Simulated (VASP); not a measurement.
**Rh: relaxation of cell and atoms with PBEsol**

Rh:

```
Rh
1.0
     0.00000    1.90299    1.90299
     1.90299    0.00000    1.90299
     1.90299    1.90299    0.00000
Rh
1
Direct
  0.00000 0.00000 0.00000
```

```yaml
Program: VASP 6.6.1
Task: relaxation of cell and atoms
Functional: PBEsol
Potentials_or_basis: VASP PAW PBE potentials, release 64 (Rh_pv)
Cutoff: 480 eV
k_mesh: 18 × 18 × 18
Occupations: gaussian, width 0.1 eV
Spin: no spin polarisation
Further_INCAR_settings: ALGO = Normal; EDIFF = 1e-07; IBRION = 2; EDIFFG = -0.005; NSW = 90; ISIF = 3
```

| Item | Value |
| --- | --- |
| Relaxed volume | 13.50 Å³/atom |
| Relaxed cell | a = 2.673 Å, b = 2.673 Å, c = 2.673 Å, α = 60.00°, β = 60.00°, γ = 60.00° |
| Space group after relaxing (to 0.05 Å) | Fm-3m (No. 225) |
| Energy gained by relaxing | 5.2 meV/atom |
| Ionic steps | 4 |
| Pressure after relaxing | 0.0 GPa |
| Band gap on the k mesh | none (metal or under the smearing width) |

Step by step:
```
step  energy change (eV)  largest force (eV/Å)  pressure (GPa)  volume (Å³)
   1              0.0000                0.0000           -5.78        13.78
   2              0.0308                0.0000           17.66        12.81
   3             -0.0052                0.0000           -0.11        13.51
   4             -0.0052                0.0000            0.01        13.50
```

Final structure:
```
CELL_PARAMETERS angstrom
0.00000 1.88997 1.88997
1.88997 0.00000 1.88997
1.88997 1.88997 0.00000
ATOMIC_POSITIONS crystal
Rh 0.00000 0.00000 0.00000
```

Levels at points of the mesh, in eV from the Fermi level:
```tsv
k point	band 5	band 6	band 7	band 8	band 9	band 10
(0.00, 0.00, 0.00)	-3.19	-3.19	-3.19	-1.02	-1.02	15.91
(0.50, 0.00, 0.00)	-3.27	-3.27	0.59	0.59	0.62	8.77
(0.50, 0.50, 0.00)	-6.15	0.57	1.01	1.01	3.19	12.45
```

Run time: 34 s on 1 thread of AMD EPYC 9R45 96-Core Processor (Zen 5), with other jobs on the host, peak memory 0.12 GiB.

Caveat: the PAW data sets were made with another functional, which shifts forces and pressure a little.
